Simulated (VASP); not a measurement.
Calculation: PBEsol GGA, VASP's PBE PAW potentials (set 64) (plane waves; VASP 6.6.1).

Input for VASP

INCAR:
```
! general
SYSTEM  = Zn4S3Se
PREC    = Accurate
ENCUT   = 400   ! plane-wave cut-off (eV)
LREAL   = .False.
LASPH   = .True.   ! aspherical one-centre terms

! electronic loop
EDIFF   = 1E-7   ! SCF stop (eV)
NELM    = 100   ! most electronic steps
ALGO    = Normal   ! blocked Davidson
LMAXMIX = 4

! smearing
ISMEAR  = -5   ! tetrahedra, Bloechl

! functional
GGA     = PS   ! PBEsol

! ions
ISIF    = 2   ! forces and stress, cell fixed

! output
LWAVE   = .False.
LCHARG  = .True.
LORBIT  = 11   ! lm-projected
NEDOS   = 601

! other
LEFG    = .True.
```

POSCAR:
```
Zn4S3Se
1
   -0.0000000000     2.7126980862     2.7126980862
    2.7126980862    -0.0000000000     2.7126980862
   10.8540111129    10.8540111129    -0.0032187682
Zn Se S
4 1 3
Direct
  0.0117490556   0.0117490556   0.9911882083
  0.9889039839   0.9889039839   0.2583220121
  0.9965102580   0.9965102580   0.5026173064
  0.0033049839   0.0033049839   0.7475212621
  0.2480015843   0.2480015843   0.0639988118
  0.2436214233   0.2436214233   0.3172839324
  0.2504953435   0.2504953435   0.5621284923
  0.2574133673   0.2574133673   0.8069399745
```

KPOINTS:
```
Automatic mesh
0
Gamma
8 8 2
0 0 0
```

POTCAR, in this order: Zn Se S (PBE.64 set). Program: vasp_std.

What VASP printed:

OUTCAR:
```
 ion  position               nearest neighbor table
   1  0.012  0.012  0.991-   8 2.31   5 2.40   5 2.40   5 2.40
   2  0.989  0.989  0.258-   6 2.33   6 2.33   6 2.33   5 2.44
   3  0.997  0.997  0.503-   6 2.32   7 2.34   7 2.34   7 2.34
   4  0.003  0.003  0.748-   7 2.32   8 2.34   8 2.34   8 2.34
   5  0.248  0.248  0.064-   1 2.40   1 2.40   1 2.40   2 2.44
   6  0.244  0.244  0.317-   3 2.32   2 2.33   2 2.33   2 2.33
   7  0.250  0.250  0.562-   4 2.32   3 2.34   3 2.34   3 2.34
   8  0.257  0.257  0.807-   1 2.31   4 2.34   4 2.34   4 2.34
  LATTYP: Found a trigonal (rhomboedric) cell.
 ALAT       =    12.7291718415
 COS(alpha) =     0.9545846544
 Subroutine PRICEL returns:
 Original cell was already a primitive cell.
 Subroutine GETGRP returns: Found  6 space group operations
The static configuration has the point symmetry C_3v.
The dynamic configuration has the point symmetry C_3v.
 Subroutine INISYM returns: Found  6 space group operations
 Subroutine IBZKPT returns following result:
 Found     20 irreducible k-points:

 Following reciprocal coordinates:
            Coordinates               Weight
  0.000000  0.000000  0.000000      1.000000
  0.125000  0.000000 -0.000000      6.000000
  0.250000  0.000000 -0.000000      6.000000
  0.375000  0.000000  0.000000      6.000000
  0.500000  0.000000 -0.000000      3.000000
  0.125000  0.125000 -0.000000      6.000000
  0.250000  0.125000 -0.000000      6.000000
  0.375000  0.125000  0.000000     12.000000
  0.500000  0.125000 -0.000000     12.000000
 -0.375000  0.125000 -0.000000     12.000000
 -0.250000  0.125000 -0.000000     12.000000
 -0.125000  0.125000  0.000000      6.000000
  0.500000  0.250000 -0.000000      6.000000
 -0.375000  0.250000 -0.000000      6.000000
  0.375000  0.375000  0.000000      6.000000
 -0.375000  0.375000  0.000000      6.000000
  0.000000  0.000000  0.500000      1.000000
...
```

File OSZICAR:
```
       N       E                     dE             d eps       ncg     rms          rms(c)
DAV:   1     0.514395012834E+03    0.51440E+03   -0.28833E+04  1720   0.168E+03
DAV:   2     0.351795948960E+02   -0.47922E+03   -0.46676E+03  1755   0.392E+02
DAV:   3    -0.282216925970E+02   -0.63401E+02   -0.62691E+02  1887   0.140E+02
DAV:   4    -0.309493034414E+02   -0.27276E+01   -0.27176E+01  2053   0.288E+01
DAV:   5    -0.309912027108E+02   -0.41899E-01   -0.41867E-01  2037   0.379E+00    0.134E+01
DAV:   6    -0.294284562999E+02    0.15627E+01   -0.40808E+00  2425   0.466E+01    0.102E+01
DAV:   7    -0.295207387386E+02   -0.92282E-01   -0.43160E+00  1837   0.863E+00    0.364E+00
DAV:   8    -0.294611320390E+02    0.59607E-01   -0.23235E-01  2175   0.527E+00    0.105E+00
DAV:   9    -0.294562877714E+02    0.48443E-02   -0.83874E-02  2184   0.301E+00    0.380E-01
DAV:  10    -0.294563710606E+02   -0.83289E-04   -0.45530E-03  2010   0.105E+00    0.294E-01
DAV:  11    -0.294564207399E+02   -0.49679E-04   -0.62634E-04  2072   0.248E-01    0.249E-01
DAV:  12    -0.294565337627E+02   -0.11302E-03   -0.35184E-04  2210   0.215E-01    0.469E-02
DAV:  13    -0.294565381391E+02   -0.43764E-05   -0.17143E-04  2184   0.203E-01    0.426E-02
DAV:  14    -0.294565407849E+02   -0.26458E-05   -0.21411E-05  2042   0.379E-02    0.428E-02
DAV:  15    -0.294565412845E+02   -0.49963E-06   -0.53741E-07  1856   0.211E-02    0.437E-02
DAV:  16    -0.294565399725E+02    0.13120E-05   -0.30517E-05  2192   0.110E-01    0.283E-02
DAV:  17    -0.294565475125E+02   -0.75399E-05   -0.29661E-05  2208   0.590E-02    0.456E-02
DAV:  18    -0.294565437020E+02    0.38105E-05   -0.77423E-06  2082   0.390E-02    0.370E-02
DAV:  19    -0.294565424659E+02    0.12362E-05   -0.82056E-07  2106   0.125E-02    0.319E-02
DAV:  20    -0.294565399251E+02    0.25408E-05   -0.23095E-06  2154   0.340E-02    0.228E-02
DAV:  21    -0.294565387932E+02    0.11319E-05   -0.18181E-06  2160   0.225E-02    0.153E-02
DAV:  22    -0.294565388752E+02   -0.82051E-07   -0.73120E-07  1519   0.679E-03
   1 F= -.29456539E+02 E0= -.29456539E+02  d E =0.000000E+00
```

**OUTCAR**
```
------------------------ aborting loop because EDIFF is reached ----------------------------------------
  FORCE on cell =-STRESS in cart. coord.  units (eV):
  Direction    XX          YY          ZZ          XY          YZ          ZX
  --------------------------------------------------------------------------------------
  Total        0.0752339      0.0752339      0.0752339      0.0191381     -0.0191381     -0.0191381
  in kB        0.7544609      0.7544609      0.7544609      0.1919206     -0.1919206     -0.1919206
  external PRESSURE =       0.7544609 kB  Pullay stress =       0.0000000 kB
  volume of cell :      159.77
      direct lattice vectors                 reciprocal lattice vectors
     0.000000000  2.712698086  2.712698086    -0.184291011  0.184345663  0.184291011
     2.712698086  0.000000000  2.712698086     0.184345663 -0.184291011  0.184291011
    10.854011113 10.854011113 -0.003218768     0.046059090  0.046059090 -0.046059090
 POSITION                                       TOTAL-FORCE (eV/Angst)
 -----------------------------------------------------------------------------------
     10.79024     10.79024      0.06055        -0.000848     -0.000848      0.000848
      5.48643      5.48643      5.36436         0.001797      0.001797     -0.001797
      8.15865      8.15865      5.40485         0.003229      0.003229     -0.003229
      8.12257      8.12257      0.01552        -0.001475     -0.001475      0.001475
      1.36740      1.36740      1.34530         0.001363      0.001363     -0.001363
      4.10467      4.10467      1.32072         0.003917      0.003917     -0.003917
      6.78087      6.78087      1.35723         0.000859      0.000859     -0.000859
      9.45682      9.45682      1.39397        -0.008842     -0.008842      0.008842
 -----------------------------------------------------------------------------------
    total drift:                               -0.000209     -0.000209      0.000189
  FREE ENERGIE OF THE ION-ELECTRON SYSTEM (eV)
  ---------------------------------------------------
  free  energy   TOTEN  =       -29.4565388752 eV

  energy  without entropy=      -29.4565388752  energy(sigma->0) =      -29.45653888

 total charge

# of ion       s       p       d       tot
------------------------------------------
    1        0.552   0.515   9.794  10.861
    2        0.529   0.480   9.795  10.804
    3        0.528   0.489   9.798  10.815
    4        0.528   0.489   9.798  10.815
    5        1.435   2.454   0.036   3.925
    6        1.310   2.411   0.000   3.721
    7        1.309   2.412   0.000   3.722
    8        1.309   2.412   0.000   3.721
--------------------------------------------------
tot          7.501  11.662  39.220  58.383

 Electric field gradients after diagonalization (V/A^2)
 (convention: |V_zz| > |V_xx| > |V_yy|)
----------------------------------------------------------------------
 ion       V_xx      V_yy      V_zz     asymmetry (V_yy - V_xx)/ V_zz
----------------------------------------------------------------------
   1       2.023     2.014    -4.038       0.002
   2      -3.239    -3.230     6.469       0.001
   3       1.223     1.222    -2.445       0.000
   4       1.101     1.100    -2.200       0.000
   5     -22.065   -22.064    44.129       0.000
   6       3.312     3.312    -6.624       0.000
   7       3.269     3.267    -6.537       0.000
   8       2.576     2.576    -5.153       0.000
```
(Selected blocks of OUTCAR.)

The structure was generated: Zn4S3Se was put into an ordered model structure (R3m), which need not be its known phase. It was relaxed first.
